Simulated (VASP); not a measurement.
Level of theory: optB86b-vdW, VASP's PBE PAW potentials (set 64) (plane waves; VASP 6.6.1).

Input for VASP

**KPOINTS**
```
Automatic mesh
0
Gamma
5 5 4
0 0 0
```

POSCAR:
```
SnO
1
    3.8361173823     0.0000000000     0.0000000000
    0.0000000000     3.8361173823     0.0000000000
    0.0000000000     0.0000000000     4.7872978532
Sn O
2 2
Direct
  0.5000000000   0.0000000000   0.7575642765
  0.0000000000   0.5000000000   0.2424357235
  0.5000000000   0.5000000000   0.0000000000
  1.0000000000   0.0000000000   0.0000000000
```

### INCAR
```
SYSTEM = SnO
PREC = Accurate
ENCUT = 520
EDIFF = 1E-6
NELM = 100
ALGO = Normal
LREAL = .FALSE.
LASPH = .TRUE.
ISMEAR = 0
SIGMA = 0.05
GGA = MK
PARAM1 = 0.1234
PARAM2 = 1.0
LUSE_VDW = .TRUE.
AGGAC = 0.0
LMAXMIX = 4
LWAVE = .FALSE.
LCHARG = .FALSE.
IBRION = 2
ISIF = 3
NSW = 60
EDIFFG = -0.02
```

POTCAR, in this order: Sn_d O (PBE.64 set). Program: vasp_std.

Output

**OUTCAR**
```
 ion  position               nearest neighbor table
   1  0.500  0.000  0.758-   3 2.24   4 2.24   3 2.24   4 2.24   2 3.57   2 3.57   2 3.57   2 3.57
                             2 3.67   2 3.67   2 3.67   2 3.67
   2  0.000  0.500  0.242-   3 2.24   4 2.24   4 2.24   3 2.24   1 3.57   1 3.57   1 3.57   1 3.57
                             1 3.67   1 3.67   1 3.67   1 3.67
   3  0.500  0.500  0.000-   1 2.24   2 2.24   1 2.24   2 2.24
   4  0.000  0.000  0.000-   1 2.24   2 2.24   2 2.24   1 2.24
  LATTYP: Found a simple tetragonal cell.
 ALAT       =     3.8361173823
 C/A-ratio  =     1.2479539535
 Subroutine PRICEL returns:
 Original cell was already a primitive cell.
 Subroutine GETGRP returns: Found 16 space group operations
The static configuration has the point symmetry D_2d.
 The point group associated with its full space group is D_4h.
The dynamic configuration has the point symmetry D_2d.
 Subroutine INISYM returns: Found 16 space group operations
 Subroutine IBZKPT returns following result:
 Found     18 irreducible k-points:

 Following reciprocal coordinates:
            Coordinates               Weight
  0.000000  0.000000  0.000000      1.000000
  0.200000  0.000000  0.000000      4.000000
  0.400000  0.000000  0.000000      4.000000
  0.200000  0.200000  0.000000      4.000000
  0.400000  0.200000  0.000000      8.000000
  0.400000  0.400000  0.000000      4.000000
  0.000000  0.000000  0.250000      2.000000
  0.200000  0.000000  0.250000      8.000000
  0.400000  0.000000  0.250000      8.000000
  0.200000  0.200000  0.250000      8.000000
  0.400000  0.200000  0.250000     16.000000
  0.400000  0.400000  0.250000      8.000000
  0.000000  0.000000  0.500000      1.000000
  0.200000  0.000000  0.500000      4.000000
  0.400000  0.000000  0.500000      4.000000
  0.200000  0.200000  0.500000      4.000000
  0.400000  0.200000  0.500000      8.000000
  0.400000  0.400000  0.500000      4.000000
   k-points           NKPTS =     18   k-points in BZ     NKDIM =     18   number of bands    NBANDS=     24
   number of dos      NEDOS =    301   number of ions     NIONS =      4
   total plane-waves  NPLWV =  32400
   dimension x,y,z NGX =    30 NGY =   30 NGZ =   36
   dimension x,y,z NGXF=    60 NGYF=   60 NGZF=   72
   ions per type =               2   2
   PREC   = accura    normal or accurate (medium, high low for compatibility)
   ISTART =      0    job   : 0-new  1-cont  2-samecut
   ICHARG =      2    charge: 1-file 2-atom 10-const
   ISPIN  =      1    spin polarized calculation?
   LNONCOLLINEAR =      F non collinear calculations
   LSORBIT =      F    spin-orbit coupling
   INIWAV =      1    electr: 0-lowe 1-rand  2-diag
   ENCUT  =  520.0 eV  38.22 Ry    6.18 a.u.   7.13  7.13  8.90*2*pi/ulx,y,z
   NELM   =    100;   NELMIN=  2; NELMDL= -5     # of ELM steps
   EDIFF  = 0.1E-05   stopping-criterion for ELM
   LREAL  =      F    real-space projection
   NLSPLINE    = F    spline interpolate recip. space projectors
   LMAXMIX     =    4 max onsite mixed and CHGCAR
   VOSKOWN=      0    Vosko Wilk Nusair interpolation
   EDIFFG = -.2E-01   stopping-criterion for IOM
   NSW    =     60    number of steps for IOM
   NBLOCK =      1;   KBLOCK =     60    inner block; outer block
   IBRION =      2    ionic relax: 0-MD 1-quasi-New 2-CG
   NFREE  =      1    steps in history (QN), initial steepest desc. (CG)
   ISIF   =      3    stress and relaxation
   ISYM   =      2    0-nonsym 1-usesym 2-fastsym
   TEIN   =    0.0    initial temperature
   TEBEG  =    0.0;   TEEND  =   0.0 temperature during run
   SMASS  =  -3.00    Nose mass-parameter (am)
   PSTRESS=    0.0 pullay stress
   NELECT =      40.0000    total number of electrons
   EFERMI =   0.00;   METHOD = LEGACY
   ISMEAR =     0;   SIGMA  =   0.05  broadening in eV -4-tet -1-fermi 0-gaus
   IALGO  =     38    algorithm
...
```

File OSZICAR:
```
       N       E                     dE             d eps       ncg     rms          rms(c)
DAV:   1     0.403070794207E+03    0.40307E+03   -0.20789E+04   872   0.255E+03
DAV:   2     0.378811901852E+02   -0.36519E+03   -0.35964E+03   928   0.567E+02
DAV:   3    -0.151894458536E+02   -0.53071E+02   -0.52154E+02  1056   0.191E+02
DAV:   4    -0.171167402005E+02   -0.19273E+01   -0.19259E+01   952   0.415E+01
DAV:   5    -0.171754226615E+02   -0.58682E-01   -0.58679E-01  1176   0.717E+00    0.116E+01
DAV:   6    -0.135323758468E+02    0.36430E+01   -0.25482E+01  1440   0.531E+01    0.480E+00
DAV:   7    -0.135080442303E+02    0.24332E-01   -0.23850E+00  1040   0.100E+01    0.252E+00
DAV:   8    -0.135090318545E+02   -0.98762E-03   -0.58582E-01  1248   0.549E+00    0.103E+00
DAV:   9    -0.134875811390E+02    0.21451E-01   -0.16909E-01  1352   0.384E+00    0.261E-01
DAV:  10    -0.134898231475E+02   -0.22420E-02   -0.19830E-02  1240   0.122E+00    0.214E-01
DAV:  11    -0.134887935438E+02    0.10296E-02   -0.63420E-03  1328   0.736E-01    0.257E-02
DAV:  12    -0.134888678472E+02   -0.74303E-04   -0.65977E-04   912   0.161E-01    0.390E-02
DAV:  13    -0.134888627180E+02    0.51292E-05   -0.56570E-05  1320   0.882E-02    0.668E-03
DAV:  14    -0.134888622149E+02    0.50307E-06   -0.53779E-06   968   0.167E-02
   1 F= -.13488862E+02 E0= -.13488862E+02  d E =-.134889E+02
```

### OUTCAR
```
------------------------ aborting loop because EDIFF is reached ----------------------------------------
  FORCE on cell =-STRESS in cart. coord.  units (eV):
  Direction    XX          YY          ZZ          XY          YZ          ZX
  --------------------------------------------------------------------------------------
  Total        0.0768422      0.0768422      0.0467654      0.0000000      0.0000000      0.0000000
  in kB        1.7475764      1.7475764      1.0635580      0.0000000      0.0000000      0.0000000
  external PRESSURE =       1.5195703 kB  Pullay stress =       0.0000000 kB
  volume of cell :       70.45
      direct lattice vectors                 reciprocal lattice vectors
     3.836117382  0.000000000  0.000000000     0.260680240  0.000000000  0.000000000
     0.000000000  3.836117382  0.000000000     0.000000000  0.260680240  0.000000000
     0.000000000  0.000000000  4.787297853     0.000000000  0.000000000  0.208886105
 POSITION                                       TOTAL-FORCE (eV/Angst)
 -----------------------------------------------------------------------------------
      1.91806      0.00000      3.62669        -0.000000     -0.000000      0.006887
      0.00000      1.91806      1.16061        -0.000000     -0.000000     -0.006887
      1.91806      1.91806      0.00000         0.000000      0.000000      0.000000
      0.00000      0.00000      0.00000        -0.000000     -0.000000      0.000000
 -----------------------------------------------------------------------------------
    total drift:                                0.000000      0.000000      0.000000
  FREE ENERGIE OF THE ION-ELECTRON SYSTEM (eV)
  ---------------------------------------------------
  free  energy   TOTEN  =       -13.4888622149 eV

  energy  without entropy=      -13.4888622149  energy(sigma->0) =      -13.48886221

 reached required accuracy - stopping structural energy minimisation
```
(Selected blocks of OUTCAR.)

The compound is SnO in the litharge structure. It was relaxed first. The start is the result of an earlier pass.
